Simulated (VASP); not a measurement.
# GW on SiC (Moissanite 3C), part 3 of 8

How does the gap of SiC (Moissanite 3C) change from the starting functional to GW? The cell is of the zinc-blende type, one of the forms listed for this formula. The start is a cell from a database of measured crystal structures.

VASP 6.6.1, plane waves and PAW; the level of theory is named at each step.

So far, gap on the k-mesh (eV): step 2 (empty bands, functional LDA) 1.30.

**3. evGW0 (continued)**

Level of this step: evGW0 on LDA; plane waves and PAW (Si_GW, C_GW) (VASP).

Parts of OUTCAR (step 3):

```text
The static configuration has the point symmetry T_d .

 Found     16 irreducible k-points:

   k-points           NKPTS =     16   k-points in BZ     NKDIM =    216   number of bands    NBANDS=    116

   NELECT =       8.0000    total number of electrons

 E-fermi :   8.3976

 QP shifts <psi_nk| G(iteration)W_0 |psi_nk>: iteration 1
 for sc-GW calculations column KS-energies equals QP-energies in previous step
 and V_xc(KS)=  KS-energies - (<T + V_ion + V_H > + <T+V_H+V_ion>^1  + <V_x>^1)
 k-point   1 :       0.0000    0.0000    0.0000
  band No.  KS-energies  QP-energies   sigma(KS)   V_xc(KS)     V^pw_x(r,r')   Z            occupation Imag(sigma)
      1      -7.5790      -8.6358     -14.2551     -12.7876     -21.6047       0.7201       2.0000       1.4005
      2       7.7497       7.2192     -15.6488     -14.9727     -17.3843       0.7846       2.0000       0.0866
      3       7.7497       7.2192     -15.6488     -14.9727     -17.3843       0.7846       2.0000       0.0866
      4       7.7497       7.2192     -15.6488     -14.9727     -17.3843       0.7846       2.0000       0.0866
      5      14.0319      14.5325     -12.6709     -13.3167      -7.4002       0.7752       0.0000      -0.0988
      6      14.9301      15.6958     -10.9167     -11.8857      -5.7720       0.7902       0.0000      -0.0964
      7      14.9301      15.6958     -10.9167     -11.8857      -5.7720       0.7902       0.0000      -0.0964
      8      14.9301      15.6958     -10.9167     -11.8857      -5.7720       0.7902       0.0000      -0.0964
    ...

 k-point   2 :       0.1667    0.0000    0.0000
  band No.  KS-energies  QP-energies   sigma(KS)   V_xc(KS)     V^pw_x(r,r')   Z            occupation Imag(sigma)
      1      -7.0379      -8.0810     -14.3053     -12.8588     -21.4963       0.7211       2.0000       1.3096
      2       5.3893       4.6901     -14.9418     -14.0338     -17.3047       0.7699       2.0000       0.0995
      3       7.4154       6.8625     -15.5119     -14.8061     -17.3194       0.7833       2.0000       0.0864
      4       7.4154       6.8625     -15.5119     -14.8061     -17.3194       0.7833       2.0000       0.0864
      5      14.0449      14.6562     -11.6607     -12.4368      -6.5691       0.7877       0.0000      -0.0931
      6      15.4474      16.2335     -11.0225     -12.0227      -5.7021       0.7859       0.0000      -0.1061
      7      15.4474      16.2335     -11.0225     -12.0227      -5.7021       0.7859       0.0000      -0.1061
      8      16.0187      16.7864     -12.4188     -13.4156      -6.8083       0.7702       0.0000      -0.1245
    ...

 k-point   3 :       0.3333    0.0000    0.0000
  band No.  KS-energies  QP-energies   sigma(KS)   V_xc(KS)     V^pw_x(r,r')   Z            occupation Imag(sigma)
      1      -5.4997      -6.5166     -14.5340     -13.1353     -21.2828       0.7271       2.0000       1.0785
      2       1.5817       0.7510     -14.2090     -13.0890     -17.9476       0.7417       2.0000       0.2210
      3       6.8998       6.3078     -15.3963     -14.6375     -17.3553       0.7801       2.0000       0.0874
      4       6.8998       6.3078     -15.3963     -14.6375     -17.3553       0.7801       2.0000       0.0874
      5      13.3774      13.9835     -11.6398     -12.4042      -6.7322       0.7928       0.0000      -0.0825
      6      15.2795      16.0218     -10.6966     -11.6354      -5.4315       0.7907       0.0000      -0.1070
      7      15.2795      16.0218     -10.6966     -11.6354      -5.4315       0.7907       0.0000      -0.1070
      8      17.5384      18.3130     -11.9759     -12.9977      -5.7162       0.7581       0.0000      -0.2100
    ...

 QP shifts <psi_nk| G(iteration)W_0 |psi_nk>: iteration 2
 k-point   1 :       0.0000    0.0000    0.0000
  band No. old QP-enery  QP-energies   sigma(KS)   T+V_ion+V_H  V^pw_x(r,r')   Z            occupation Imag(sigma)
      1      -8.6358      -8.8874     -14.1942       5.2086     -21.6047       0.7195       2.0000       1.4445
      2       7.2192       7.1398     -15.6041      22.7224     -17.3843       0.7872       2.0000       0.0881
      3       7.2192       7.1398     -15.6041      22.7224     -17.3843       0.7872       2.0000       0.0881
      4       7.2192       7.1398     -15.6041      22.7224     -17.3843       0.7872       2.0000       0.0881
      5      14.5325      14.6317     -12.6888      27.3486      -7.4002       0.7797       0.0000      -0.0986
      6      15.6958      15.8096     -10.9760      26.8158      -5.7720       0.7907       0.0000      -0.1010
      7      15.6958      15.8096     -10.9760      26.8158      -5.7720       0.7907       0.0000      -0.1010
      8      15.6958      15.8096     -10.9760      26.8158      -5.7720       0.7907       0.0000      -0.1010
    ...

 QP shifts <psi_nk| G(iteration)W_0 |psi_nk>: iteration 3
 k-point   1 :       0.0000    0.0000    0.0000
  band No. old QP-enery  QP-energies   sigma(KS)   T+V_ion+V_H  V^pw_x(r,r')   Z            occupation Imag(sigma)
      1      -8.8874      -8.9455     -14.1766       5.2086     -21.6047       0.7203       2.0000       1.4617
      2       7.1398       7.1269     -15.5990      22.7224     -17.3843       0.7878       2.0000       0.0882
      3       7.1398       7.1269     -15.5990      22.7224     -17.3843       0.7878       2.0000       0.0882
      4       7.1398       7.1269     -15.5990      22.7224     -17.3843       0.7878       2.0000       0.0882
      5      14.6317      14.6479     -12.6961      27.3486      -7.4002       0.7800       0.0000      -0.0992
      6      15.8096      15.8273     -10.9839      26.8158      -5.7720       0.7912       0.0000      -0.1015
      7      15.8096      15.8273     -10.9839      26.8158      -5.7720       0.7912       0.0000      -0.1015
      8      15.8096      15.8273     -10.9839      26.8158      -5.7720       0.7912       0.0000      -0.1015
    ...

 QP shifts <psi_nk| G(iteration)W_0 |psi_nk>: iteration 4
 k-point   1 :       0.0000    0.0000    0.0000
  band No. old QP-enery  QP-energies   sigma(KS)   T+V_ion+V_H  V^pw_x(r,r')   Z            occupation Imag(sigma)
      1      -8.9455      -8.9581     -14.1717       5.2086     -21.6047       0.7204       2.0000       1.4670
      2       7.1269       7.1246     -15.5985      22.7224     -17.3843       0.7879       2.0000       0.0882
      3       7.1269       7.1246     -15.5985      22.7224     -17.3843       0.7879       2.0000       0.0882
      4       7.1269       7.1246     -15.5985      22.7224     -17.3843       0.7879       2.0000       0.0882
      5      14.6479      14.6504     -12.6975      27.3486      -7.4002       0.7801       0.0000      -0.0993
      6      15.8273      15.8300     -10.9850      26.8158      -5.7720       0.7911       0.0000      -0.1016
      7      15.8273      15.8300     -10.9850      26.8158      -5.7720       0.7911       0.0000      -0.1016
      8      15.8273      15.8300     -10.9850      26.8158      -5.7720       0.7911       0.0000      -0.1016
    ...

[... 7 parts as in an earlier step ...]

[... 26 further parts left out ...]
```

This step gave:

```yaml
quasiparticle_gap_on_the_mesh: 2.365 eV
smallest_direct_quasiparticle_gap_on_the_mesh: 5.825 eV
gap_of_the_starting_orbitals_on_the_mesh: 1.296 eV
```

QP gap by iteration, by row:

```csv
iteration,gap (eV),direct gap (eV)
1,2.211,5.62
2,2.342,5.793
3,2.361,5.82
4,2.365,5.825
```

GW takes the gap from 1.296 to 2.365 eV. The last pass still moved it by +3 meV. The value holds for 116 bands, ENCUTGW = 180 eV and this mesh, and isn't shown to be converged in them.

[end of part 3 of 8]

[Lines on the potential files, build, host, timing and source positions are cut from VASP's logs without a mark.]

[Logs are printed without paths, hosts, clocks, repeated set-up lines and the standing remarks that a program may print on its own settings, such as how far it seeks lower states.]

[Hosts, paths, dates, database ids (printed as entryN), source tags and the programs' standing remarks are cut or masked in the printed files.]

[Pressures printed for these runs are not shown converged in the cutoff: they can be off by several GPa and have the wrong sign.]
